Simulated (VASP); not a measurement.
An input for Quantum ESPRESSO's pw.x (written as the equivalent of a VASP run, and not itself run):

```
&CONTROL
  calculation = 'vc-relax'
  pseudo_dir = './pseudo'
  outdir = './out'
  tprnfor = .true.
  tstress = .true.
  nstep = 60
  forc_conv_thr = 0.00078
/
&SYSTEM
  ibrav = 0
  nat = 3
  ntyp = 2
  ecutwfc = 68
  occupations = 'smearing'
  smearing = 'gaussian'
  degauss = 0.003675
  input_dft = 'vdw-df-cx'
/
&ELECTRONS
  conv_thr = 7.3e-08
  electron_maxstep = 100
/
&IONS
/
&CELL
/
ATOMIC_SPECIES
  Sr 87.620 Sr.upf
  Cl 35.450 Cl.upf
CELL_PARAMETERS angstrom
     0.0000000    3.4604136    3.4604136
     3.4604136    0.0000000    3.4604136
     3.4604136    3.4604136   -0.0000000
ATOMIC_POSITIONS crystal
  Sr   1.0000000  0.0000000  1.0000000
  Cl   0.2500000  0.2500000  0.2500000
  Cl   0.7500000  0.7500000  0.7500000
K_POINTS automatic
  5 5 5 0 0 0
```

Problem. Write the VASP files for the same calculation (vdW-DF-cx).

Solution. One answer among several that fit: 
### INCAR
```
! general
SYSTEM  =SrCl2
PREC    =Accurate
ENCUT   =520
LREAL   =.FALSE.
LASPH   =.TRUE.

! electronic loop
EDIFF   =1E-6
NELM    =100
ALGO    =Normal   ! blocked Davidson
LMAXMIX =4   ! l cut-off of mixed one-centre charges

! smearing
ISMEAR  =0
SIGMA   =0.05

! functional
GGA     =CX
LUSE_VDW=.TRUE.
AGGAC   =0.0

! ions
IBRION  =2   ! conjugate gradients
NSW     =60
ISIF    =3   ! ions, shape and volume
EDIFFG  =-0.02   ! ionic stop

! output
LWAVE   =.FALSE.
LCHARG  =.FALSE.
```

**POSCAR**
```
SrCl2
1
    0.0000000000     3.4604136042     3.4604136042
    3.4604136042     0.0000000000     3.4604136042
    3.4604136042     3.4604136042    -0.0000000000
Sr Cl
1 2
Direct
  1.0000000000   0.0000000000   1.0000000000
  0.2500000000   0.2500000000   0.2500000000
  0.7500000000   0.7500000000   0.7500000000
```

KPOINTS:
```
Automatic
0
G
 5 5 5
0 0 0
```

POTCAR, in this order: Sr_sv Cl (PBE.64 set). Program: vasp_std.

What does not carry over: the potentials are each code's own (VASP's PAW set, PseudoDojo norm-conserving files in pw.x), so ENCUT and ecutwfc are chosen apart and not converted; conv_thr bounds pw.x's estimated SCF error, while EDIFF bounds the energy change between steps; forc_conv_thr acts on force components and is met together with etot_conv_thr.

The compound is SrCl2 in the fluorite structure. This run relaxes it. Symmetry was kept, so distortions that lower it aren't found. The start is the result of an earlier pass.
